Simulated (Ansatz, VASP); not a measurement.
## Cross-check of HfTeS between VASP and Ansatz

One calculation is typed for both programs; each brings its own data sets. How far apart do they land? The cell is taken from a series of runs on this material, whose earlier steps may have relaxed, scaled, displaced or heated it; both programs get it as it stands.

Method: plane waves, with VASP 6.6.1 beside it; PBEsol, in Ansatz 0.2.0.

## 1. Set-up

The cell holds 3 atoms: 1 Hf, 1 S and 1 Te. Its edges and angles: a = 3.697 Å, b = 3.697 Å, c = 30.000 Å, α = 90.0°, β = 90.0°, γ = 120.0°. Vacuum lies along c.

Coordinates:

```xyz
3
Lattice="3.6971 0.0000 0.0000 -1.8485 3.2017 0.0000 0.0000 0.0000 30.0000" Properties=species:S:1:pos:R:3
Hf    0.0000    0.0000   10.1666
S     0.0000    2.1345   11.4875
Te    1.8485    1.0672    8.2459
```

## 2. VASP: zone-centre phonons, PBEsol

Second derivatives magnify differences that forces hide, and they need a tight electronic threshold.

Lines of VASP's logs that name or quote its potential files are left out, and so is its time.

Input file INCAR:

```
SYSTEM = HfTeS
PREC = Accurate
ENCUT = 500
EDIFF = 1E-08
NELM = 120
ISMEAR = 1
SIGMA = 0.2
LREAL = .FALSE.
ALGO = Normal
GGA = PS
NBANDS = 17
LASPH = .TRUE.
LORBIT = 11
LWAVE = .FALSE.
LCHARG = .FALSE.
ISIF = 2
IBRION = 8
GGA_COMPAT = .FALSE.
NELMDL = -8
KPAR = 2
```

Input file POSCAR:

```
HfTeS
1.0
    3.6970536293      0.0000000000      0.0000000000
   -1.8485268146      3.2017423621      0.0000000000
    0.0000000000      0.0000000000     30.0000000000
Hf S Te
1 1 1
Direct
    0.0000000000      0.0000000000      0.3388862174
    0.3333333333      0.6666666667      0.3829171011
    0.6666666667      0.3333333333      0.2748633481
```

Input file KPOINTS:

```
Automatic mesh
0
Gamma
15 15 1
0 0 0
```

The projector-augmented-wave data sets are Hf_pv, S and Te (PBE family, release 64).

On the command line:

```
> mpirun -np 2 vasp_std
```

Numbers of over 12 decimals in the logs are rounded to 6 here.

Output:

```text
[banner, memory and clock lines left out]
running    2 mpi-ranks, on    1 nodes
 distrk:  each k-point on    1 cores,    2 groups
 distr:  one band on    1 cores,    1 groups

 POSCAR found type information on POSCAR HfS Te
 POSCAR found :  3 types and       3 ions
|                                                                             |
|               ----> ADVICE to this user running VASP <----                  |
|                                                                             |
|     You enforced a specific xc type in the INCAR file but a different       |
|     [... a line on the potential file left out ...]
|     I HOPE YOU KNOW WHAT YOU ARE DOING!                                     |
|                                                                             |

 LDA part: xc-table for (Slater+PW92), standard interpolation
 POSCAR, INCAR and KPOINTS ok, starting setup
 FFT: planning ... GRIDC
 FFT: planning ... GRID_SOFT
 FFT: planning ... GRID
 WAVECAR not read
 entering main loop
       N       E                     dE             d eps       ncg     rms          rms(c)
DAV:   1     0.101369326087E+03    0.10137E+03   -0.87861E+03  1174   0.874E+02
DAV:   2    -0.106374151853E+02   -0.11201E+03   -0.11006E+03  1185   0.161E+02
DAV:   3    -0.228809778782E+02   -0.12244E+02   -0.12165E+02  1340   0.524E+01
DAV:   4    -0.231353298440E+02   -0.25435E+00   -0.25403E+00  1460   0.905E+00
DAV:   5    -0.231381434344E+02   -0.28136E-02   -0.28129E-02  1411   0.837E-01
DAV:   6    -0.231381962187E+02   -0.52784E-04   -0.52782E-04  1484   0.999E-02
DAV:   7    -0.231381969889E+02   -0.77024E-06   -0.76971E-06  1420   0.105E-02
DAV:   8    -0.231381970078E+02   -0.18936E-07   -0.19388E-07  1452   0.144E-03    0.491E+01
DAV:   9    -0.220666093422E+02    0.10716E+01   -0.33720E+00  1075   0.838E+00    0.342E+01
DAV:  10    -0.220441665492E+02    0.22443E-01   -0.22847E+00  1212   0.739E+00    0.844E+00
DAV:  11    -0.219367194329E+02    0.10745E+00   -0.77286E-01  1166   0.414E+00    0.179E+00
DAV:  12    -0.219326416336E+02    0.40778E-02   -0.64051E-02  1153   0.126E+00    0.101E+00
DAV:  13    -0.219317721158E+02    0.86952E-03   -0.69614E-03  1233   0.449E-01    0.197E-01
DAV:  14    -0.219316707953E+02    0.10132E-03   -0.54538E-04  1305   0.124E-01    0.125E-01
[...]
DAV:  25    -0.219324401789E+02   -0.53278E-05   -0.14199E-07  1143   0.923E-04    0.659E-04
DAV:  26    -0.219324432620E+02   -0.30831E-05   -0.64952E-08  1141   0.634E-04    0.273E-04
DAV:  27    -0.219324441804E+02   -0.91842E-06   -0.74366E-09  1041   0.237E-04    0.183E-04
DAV:  28    -0.219324448094E+02   -0.62899E-06   -0.47706E-09   972   0.208E-04    0.982E-05
DAV:  29    -0.219324450175E+02   -0.20808E-06   -0.15494E-09  1001   0.122E-04    0.119E-04
DAV:  30    -0.219324450600E+02   -0.42568E-07    0.20519E-10   977   0.494E-05    0.256E-05
DAV:  31    -0.219324450920E+02   -0.31918E-07    0.15034E-10   876   0.441E-05    0.232E-05
DAV:  32    -0.219324450959E+02   -0.39556E-08    0.33468E-10   882   0.157E-05
   1 F= -.21932445E+02 E0= -.21933028E+02  d E =0.174742E-02
 Linear response reoptimize wavefunctions to high precision
DAV:   1    -0.219324450989E+02   -0.30045E-08    0.33829E-10   857   0.983E-06
DAV:   2    -0.219324450990E+02   -0.70031E-10    0.34344E-10   748   0.309E-06
 Linear response DOF=           6
 Linear response progress:
  Degree of freedom:   1/  6
       N       E                     dE             d eps       ncg     rms          rms(c)
RMM:   1    -0.216340812000E+00   -0.21634E+00    0.42872E+00  4086   0.129E+01
RMM:   2    -0.221638111878E+00   -0.52973E-02   -0.41047E-02  5834   0.130E+00    0.580E-01
RMM:   3    -0.221286841978E+00    0.35127E-03   -0.20561E-03  8281   0.216E-01    0.240E-01
RMM:   4    -0.220925816772E+00    0.36103E-03   -0.18651E-04  8197   0.766E-02    0.156E-01
RMM:   5    -0.220585155148E+00    0.34066E-03   -0.47314E-05  8316   0.429E-02    0.119E-02
RMM:   6    -0.220568998173E+00    0.16157E-04   -0.12742E-06  8501   0.117E-02    0.824E-03
RMM:   7    -0.220569085620E+00   -0.87447E-07   -0.10951E-06  8875   0.489E-03    0.559E-03
RMM:   8    -0.220566668661E+00    0.24170E-05   -0.23331E-07  9121   0.154E-03    0.199E-03
RMM:   9    -0.220565928284E+00    0.74038E-06   -0.39340E-08  9444   0.610E-04    0.687E-05
RMM:  10    -0.220565921167E+00    0.71167E-08   -0.14026E-07  9456   0.249E-04    0.681E-05
RMM:  11    -0.220565970149E+00   -0.48982E-07    0.11108E-07  9413   0.125E-04    0.746E-05
RMM:  12    -0.220565990217E+00   -0.20068E-07   -0.22694E-09  9348   0.723E-05    0.104E-05
RMM:  13    -0.220565974118E+00    0.16100E-07    0.22187E-08  9385   0.474E-05    0.115E-05
RMM:  14    -0.220565979960E+00   -0.58420E-08    0.79543E-09  8866   0.336E-05    0.284E-05
 first order change of Fermi-energy  -0.39847E-03
 force on displaced ion       1 direction 1 :  -5.183   0.000  -0.000
 Linear response progress:
  Degree of freedom:   2/  6
       N       E                     dE             d eps       ncg     rms          rms(c)
RMM:   1    -0.268376832826E+00   -0.26838E+00    0.46119E+00   974   0.133E+01
RMM:   2    -0.273994708732E+00   -0.56179E-02   -0.45995E-02  1404   0.134E+00    0.579E-01
RMM:   3    -0.273322997526E+00    0.67171E-03   -0.31789E-03  1910   0.262E-01    0.282E-01
[...]
RMM:   1    -0.103647230363E+00   -0.10365E+00    0.44427E-02  9599   0.187E+00
RMM:   2    -0.103626807526E+00    0.20423E-04   -0.37696E-03  6474   0.345E-01    0.523E-01
RMM:   3    -0.103952909298E+00   -0.32610E-03   -0.49209E-04  6700   0.109E-01    0.309E-01
RMM:   4    -0.104562152043E+00   -0.60924E-03   -0.36914E-04  6560   0.888E-02    0.251E-02
RMM:   5    -0.104386264074E+00    0.17589E-03   -0.26786E-05  6774   0.266E-02    0.136E-02
RMM:   6    -0.104360470291E+00    0.25794E-04   -0.25446E-06  7320   0.870E-03    0.545E-03
RMM:   7    -0.104393280290E+00   -0.32810E-04   -0.18551E-06  6541   0.488E-03    0.218E-03
RMM:   8    -0.104382822477E+00    0.10458E-04    0.18020E-08  6871   0.150E-03    0.129E-03
RMM:   9    -0.104382380775E+00    0.44170E-06    0.65963E-08  7397   0.492E-04    0.402E-04
RMM:  10    -0.104380258665E+00    0.21221E-05    0.20006E-08  6554   0.346E-04    0.118E-04
RMM:  11    -0.104380225480E+00    0.33185E-07   -0.36786E-08  7470   0.103E-04    0.274E-05
RMM:  12    -0.104380297553E+00   -0.72073E-07   -0.62357E-09  7682   0.348E-05    0.180E-05
RMM:  13    -0.104380355721E+00   -0.58168E-07   -0.13823E-08  7319   0.206E-05    0.938E-06
RMM:  14    -0.104380319895E+00    0.35826E-07    0.19219E-09  7228   0.157E-05    0.302E-06
RMM:  15    -0.104380327895E+00   -0.80002E-08   -0.16367E-08  6335   0.124E-05    0.128E-06
 first order change of Fermi-energy   0.16488E-03
 force on displaced ion       2 direction 1 :  -5.686   0.001   0.001
 Linear response progress:
  Degree of freedom:   4/  6
       N       E                     dE             d eps       ncg     rms          rms(c)
RMM:   1    -0.141805460340E+00   -0.14181E+00    0.42711E-02  2279   0.181E+00
RMM:   2    -0.140935907704E+00    0.86955E-03   -0.31544E-03  1568   0.313E-01    0.512E-01
RMM:   3    -0.140878691058E+00    0.57217E-04   -0.65714E-04  1647   0.111E-01    0.284E-01
RMM:   4    -0.140998861382E+00   -0.12017E-03   -0.16781E-04  1698   0.518E-02    0.418E-02
RMM:   5    -0.140953561278E+00    0.45300E-04   -0.11203E-05  1667   0.157E-02    0.209E-02
RMM:   6    -0.140921274498E+00    0.32287E-04   -0.20827E-06  1610   0.655E-03    0.787E-03
RMM:   7    -0.140915157609E+00    0.61169E-05   -0.38591E-07  1641   0.292E-03    0.165E-03
RMM:   8    -0.140923059917E+00   -0.79023E-05   -0.14703E-07  1623   0.144E-03    0.152E-03
RMM:   9    -0.140921333609E+00    0.17263E-05   -0.11869E-07  1689   0.928E-04    0.666E-04
RMM:  10    -0.140919360873E+00    0.19727E-05   -0.60517E-08  1592   0.309E-04    0.200E-04
RMM:  11    -0.140917425670E+00    0.19352E-05   -0.65444E-08  1728   0.505E-04    0.839E-05
RMM:  12    -0.140917413762E+00    0.11908E-07   -0.75697E-08  1706   0.181E-04    0.947E-05
RMM:  13    -0.140916695672E+00    0.71809E-06   -0.39779E-08  1787   0.276E-04    0.305E-05
RMM:  14    -0.140916611908E+00    0.83764E-07   -0.90211E-08  1738   0.759E-05    0.548E-05
RMM:  15    -0.140916710376E+00   -0.98468E-07   -0.10916E-07  1834   0.123E-04    0.153E-05
RMM:  16    -0.140916709857E+00    0.51947E-09   -0.55066E-09  1730   0.365E-05    0.803E-06
 first order change of Fermi-energy  -0.14505E+01
 force on displaced ion       2 direction 3 :   0.000   0.000  -9.143
 Linear response progress:
  Degree of freedom:   5/  6
       N       E                     dE             d eps       ncg     rms          rms(c)
RMM:   1    -0.402384465311E-01   -0.40238E-01    0.26246E-02  9394   0.886E-01
RMM:   2    -0.410996728607E-01   -0.86123E-03   -0.16336E-03  7164   0.194E-01    0.231E-01
RMM:   3    -0.411905758965E-01   -0.90903E-04   -0.16965E-04  6905   0.655E-02    0.143E-01
RMM:   4    -0.413797441211E-01   -0.18917E-03   -0.66490E-05  6665   0.430E-02    0.100E-02
RMM:   5    -0.413545458965E-01    0.25198E-04   -0.40907E-06  7093   0.108E-02    0.611E-03
RMM:   6    -0.413426369987E-01    0.11909E-04   -0.73397E-07  7080   0.443E-03    0.183E-03
RMM:   7    -0.413438863045E-01   -0.12493E-05   -0.76650E-08  7218   0.134E-03    0.132E-03
RMM:   8    -0.413422231108E-01    0.16632E-05    0.80950E-09  7106   0.536E-04    0.436E-04
RMM:   9    -0.413424775309E-01   -0.25442E-06   -0.25221E-08  7386   0.180E-04    0.239E-04
RMM:  10    -0.413425182613E-01   -0.40730E-07   -0.24465E-09  7349   0.776E-05    0.814E-05
RMM:  11    -0.413424947361E-01    0.23525E-07    0.64996E-10  7676   0.275E-05    0.154E-05
RMM:  12    -0.413424775933E-01    0.17143E-07   -0.50718E-09  7538   0.152E-05    0.996E-06
RMM:  13    -0.413424689136E-01    0.86797E-08   -0.14184E-08  6627   0.124E-05    0.119E-06
 first order change of Fermi-energy   0.21735E-03
 force on displaced ion       3 direction 1 :  -2.717   0.000  -0.001
 Linear response progress:
  Degree of freedom:   6/  6
       N       E                     dE             d eps       ncg     rms          rms(c)
RMM:   1    -0.817181212047E-01   -0.81718E-01    0.56209E-02  2200   0.968E-01
RMM:   2    -0.821439629696E-01   -0.42584E-03   -0.23536E-03  1738   0.236E-01    0.541E-01
RMM:   3    -0.820724638851E-01    0.71499E-04   -0.26819E-04  1587   0.826E-02    0.315E-01
RMM:   4    -0.821604638859E-01   -0.88000E-04   -0.10593E-04  1543   0.453E-02    0.530E-02
RMM:   5    -0.821340321160E-01    0.26432E-04   -0.20159E-05  1552   0.206E-02    0.139E-02
RMM:   6    -0.821277412685E-01    0.62908E-05   -0.13470E-06  1645   0.619E-03    0.847E-03
RMM:   7    -0.821210722528E-01    0.66690E-05   -0.59644E-07  1702   0.330E-03    0.249E-03
RMM:   8    -0.821250973532E-01   -0.40251E-05   -0.44708E-08  1639   0.127E-03    0.183E-03
RMM:   9    -0.821264712217E-01   -0.13739E-05   -0.32347E-09  1725   0.475E-04    0.111E-03
RMM:  10    -0.821273538813E-01   -0.88266E-06   -0.16925E-08  1635   0.338E-04    0.323E-04
RMM:  11    -0.821287198048E-01   -0.13659E-05   -0.16007E-08  1638   0.240E-04    0.143E-04
RMM:  12    -0.821295997608E-01   -0.87996E-06   -0.28374E-08  1797   0.257E-04    0.165E-04
RMM:  13    -0.821302779982E-01   -0.67824E-06   -0.19488E-09  1771   0.218E-04    0.415E-05
RMM:  14    -0.821303991088E-01   -0.12111E-06   -0.49695E-08  1815   0.985E-05    0.269E-05
RMM:  15    -0.821304495381E-01   -0.50429E-07   -0.37401E-08  1809   0.610E-05    0.122E-05
RMM:  16    -0.821303914653E-01    0.58073E-07    0.39728E-09  1835   0.636E-05    0.239E-05
RMM:  17    -0.821303958669E-01   -0.44017E-08    0.23909E-08  1685   0.302E-05    0.556E-06
 first order change of Fermi-energy  -0.72901E+00
 force on displaced ion       3 direction 3 :   0.000   0.000  -9.613
 Linear response finished
```

OUTCAR, selected parts (step 2):

```text
ion  position               nearest neighbor table
   1  0.000  0.000  0.339-   2 2.51   2 2.51   2 2.51   3 2.87   3 2.87   3 2.87
   2  0.333  0.667  0.383-   1 2.51   1 2.51   1 2.51
   3  0.667  0.333  0.275-   1 2.87   1 2.87   1 2.87

  LATTYP: Found a hexagonal cell.
 ALAT       =     3.6970536293
 C/A-ratio  =     8.1145698732

 Subroutine GETGRP returns: Found  6 space group operations
 (whereof  6 operations were pure point group operations)

The static configuration has the point symmetry C_3v.

 Found     27 irreducible k-points:

   k-points           NKPTS =     27   k-points in BZ     NKDIM =     27   number of bands    NBANDS=     17

   dimension x,y,z NGX =    28 NGY =   28 NGZ =  224
   dimension x,y,z NGXF=    56 NGYF=   56 NGZF=  448

   ENCUT  =  500.0 eV  36.75 Ry    6.06 a.u.   6.74  6.74 54.70*2*pi/ulx,y,z

   NELECT =      22.0000    total number of electrons

 k-points in reciprocal lattice and weights: Automatic mesh
   0.00000000  0.00000000  0.00000000       0.004
   0.06666667  0.00000000  0.00000000       0.027
   0.13333333 -0.00000000  0.00000000       0.027
   0.20000000  0.00000000  0.00000000       0.027
   0.26666667 -0.00000000  0.00000000       0.027
   0.33333333  0.00000000  0.00000000       0.027
   0.40000000  0.00000000  0.00000000       0.027
   0.46666667  0.00000000  0.00000000       0.027
   0.06666667  0.06666667  0.00000000       0.027
[...]
0.33333333  0.26666667  0.00000000       0.053
   0.33333333  0.33333333  0.00000000       0.009

 average (electrostatic) potential at core
       1 -45.5284       2 -94.4664       3 -96.4073

  Total        0.4071601      0.4071601     -0.0804598      0.0000000      0.0000000     -0.0000000
  in kB        1.8370136      1.8370136     -0.3630161      0.0000000      0.0000000     -0.0000000
  external PRESSURE =       1.1036704 kB  Pullay stress =       0.0000000 kB

  energy-cutoff  :      500.00
  volume of cell :      355.11
      direct lattice vectors                 reciprocal lattice vectors
     3.697053629  0.000000000  0.000000000     0.270485662  0.156164970  0.000000000
    -1.848526815  3.201742362  0.000000000     0.000000000  0.312329940  0.000000000
     0.000000000  0.000000000 30.000000000     0.000000000  0.000000000  0.033333333

 POSITION                                       TOTAL-FORCE (eV/Angst)
 -----------------------------------------------------------------------------------
      0.00000      0.00000     10.16659        -0.000000     -0.000000      0.025546
     -0.00000      2.13449     11.48751        -0.000000     -0.000000     -0.035299
      1.84853      1.06725      8.24590         0.000000      0.000000      0.009753
 -----------------------------------------------------------------------------------
    total drift:                               -0.000000      0.000000     -0.000301

 Eigenvectors and eigenvalues of the dynamical matrix
 ----------------------------------------------------

   1 f  =    9.021405 THz    56.683162 2PiTHz  300.921694 cm-1    37.309518 meV
             X         Y         Z           dx          dy          dz
      0.000000  0.000000 10.166587    -0.000000   -0.000000   -0.412855
     -0.000000  2.134495 11.487513    -0.000000   -0.000000    0.910236
      1.848527  1.067247  8.245900     0.000000    0.000000    0.031944

   2 f  =    6.947937 THz    43.655174 2PiTHz  231.758224 cm-1    28.734345 meV
             X         Y         Z           dx          dy          dz
      0.000000  0.000000 10.166587    -0.255728   -0.151850   -0.000000
     -0.000000  2.134495 11.487513     0.814056    0.483382    0.000000
      1.848527  1.067247  8.245900    -0.106006   -0.062946   -0.000000

   3 f  =    6.947937 THz    43.655174 2PiTHz  231.758224 cm-1    28.734345 meV
             X         Y         Z           dx          dy          dz
      0.000000  0.000000 10.166587    -0.151850    0.255728   -0.000000
     -0.000000  2.134495 11.487513     0.483382   -0.814056    0.000000
      1.848527  1.067247  8.245900    -0.062946    0.106006   -0.000000

   4 f  =    5.429179 THz    34.112539 2PiTHz  181.097926 cm-1    22.453271 meV
             X         Y         Z           dx          dy          dz
      0.000000  0.000000 10.166587    -0.000000    0.000000    0.549142
     -0.000000  2.134495 11.487513    -0.000000   -0.000000    0.276748
      1.848527  1.067247  8.245900     0.000000   -0.000000   -0.788577

   5 f  =    2.713154 THz    17.047250 2PiTHz   90.501077 cm-1    11.220698 meV
             X         Y         Z           dx          dy          dz
      0.000000  0.000000 10.166587     0.532814    0.316411   -0.000000
     -0.000000  2.134495 11.487513     0.080124    0.047581    0.000000
      1.848527  1.067247  8.245900    -0.670056   -0.397912   -0.000000

   6 f  =    2.713154 THz    17.047250 2PiTHz   90.501077 cm-1    11.220698 meV
             X         Y         Z           dx          dy          dz
      0.000000  0.000000 10.166587    -0.316411    0.532814    0.000000
     -0.000000  2.134495 11.487513    -0.047581    0.080124    0.000000
      1.848527  1.067247  8.245900     0.397912   -0.670056    0.000000

   7 f/i=    0.001238 THz     0.007781 2PiTHz    0.041309 cm-1     0.005122 meV
             X         Y         Z           dx          dy          dz
      0.000000  0.000000 10.166587    -0.000000    0.000000   -0.726632
     -0.000000  2.134495 11.487513    -0.000000    0.000000   -0.308026
      1.848527  1.067247  8.245900    -0.000000    0.000000   -0.614106

   8 f/i=    0.001937 THz     0.012169 2PiTHz    0.064601 cm-1     0.008009 meV
             X         Y         Z           dx          dy          dz
      0.000000  0.000000 10.166587    -0.214413   -0.693949    0.000000
     -0.000000  2.134495 11.487513    -0.090974   -0.294439    0.000000
      1.848527  1.067247  8.245900    -0.181375   -0.587022    0.000000

   9 f/i=    0.001937 THz     0.012169 2PiTHz    0.064601 cm-1     0.008009 meV
             X         Y         Z           dx          dy          dz
      0.000000  0.000000 10.166587    -0.693949    0.214413    0.000000
     -0.000000  2.134495 11.487513    -0.294439    0.090974    0.000000
      1.848527  1.067247  8.245900    -0.587022    0.181375    0.000000

 ELASTIC MODULI CONTR FROM IONIC RELAXATION (kBar)
 Direction    XX          YY          ZZ          XY          YZ          ZX
 --------------------------------------------------------------------------------
 XX        -103.5295    -58.9505   -140.2732     -0.0000     50.9152      0.0000
 YY         -58.9505   -103.5295   -140.2732     -0.0000    -50.9152     -0.0000
 ZZ        -140.2732   -140.2732   -256.9126     -0.0000     -0.0000     -0.0000
 XY          -0.0000     -0.0000     -0.0000    -22.2895     -0.0000     47.2411
 YZ          50.9152    -50.9152     -0.0000     -0.0000   -130.7522     -0.0000
 ZX           0.0000     -0.0000     -0.0000     47.2411     -0.0000   -106.9596
 --------------------------------------------------------------------------------
```

Harder data sets than Hf_pv exist (the GW ones), and pressures, volumes and forces can shift noticeably with them.

(Continued in part 2 of 2.)

[Lines on the potential files, build, host, timing and source positions are cut from VASP's logs without a mark.]

[Logs are printed without paths, hosts, clocks, repeated set-up lines and the standing remarks that a program may print on its own settings, such as how far it seeks lower states.]

[Hosts, paths, dates, database ids (printed as entryN), source tags and the programs' standing remarks are cut or masked in the printed files.]
